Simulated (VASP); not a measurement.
VASP runs on Pt (space group Fm-3m) share one base input (PBE GGA, plane waves, VASP's PBE PAW potentials (set 64)) and change the settings named in each case.

File KPOINTS:
```
Automatic mesh
0
Gamma
19 19 19
0 0 0
```

**INCAR**
```
# general
SYSTEM  = Pt
PREC    = Accurate
ENCUT   = 300   # plane-wave cut-off (eV)
LREAL   = .False.
LASPH   = .True.

# electronic loop
EDIFF   = 1E-6   # SCF stop (eV)
NELM    = 100   # most electronic steps
ALGO    = Normal
LMAXMIX = 6

# smearing
ISMEAR  = 0
SIGMA   = 0.136   # width (eV)

# functional
GGA     = PE   # PBE

# ions
ISIF    = 2

# output
LWAVE   = .False.
LCHARG  = .False.
```

File POSCAR:
```
Pt
1
    0.0000000000     1.9600000000     1.9600000000
    1.9600000000     0.0000000000     1.9600000000
    1.9600000000     1.9600000000     0.0000000000
Pt
1
Direct
  0.0000000000   0.0000000000   0.0000000000
```

POTCAR, in this order: Pt (PBE.64 set). Program: vasp_std.

```json
[
 {"change": "base run", "E(σ→0) (eV/atom)": "-6.0861", "pressure (GPa)": "9.24", "−TS (eV)": "-0.0183"},
 {"change": "GGA removed, POTCAR Pt (LDA.64 set)", "E(σ→0) (eV/atom)": "-7.5081", "pressure (GPa)": "-5.85", "−TS (eV)": "-0.0184"},
 {"change": "GGA_COMPAT = .FALSE., LNONCOLLINEAR = .TRUE., LSORBIT = .TRUE., MAGMOM = 0.0 0.0 0.0, program vasp_ncl", "E(σ→0) (eV/atom)": "-6.4742", "pressure (GPa)": "10.05", "−TS (eV)": "-0.0182"},
 {"change": "KPOINTS 3×3×3 Γ-centred mesh", "E(σ→0) (eV/atom)": "-5.4378", "pressure (GPa)": "18.54", "−TS (eV)": "-0.0438"}
]
```
 Energies of different potentials or functionals have different zeros.  Unless said otherwise, spin-orbit coupling is left out, though it shifts the bands of the heavy elements here. At 300 eV the pressure can carry a Pulay error.

Left out are runs that ran out of time, are held back, or changed the cell or the kind of run, fixed moments of cells without a moment, rows past the twelfth, gaps on odd meshes, pressures of charged cells and columns that move by less than the noise.

The structure is a typed Pt crystal (Fm-3m). The cell was not relaxed at this level.
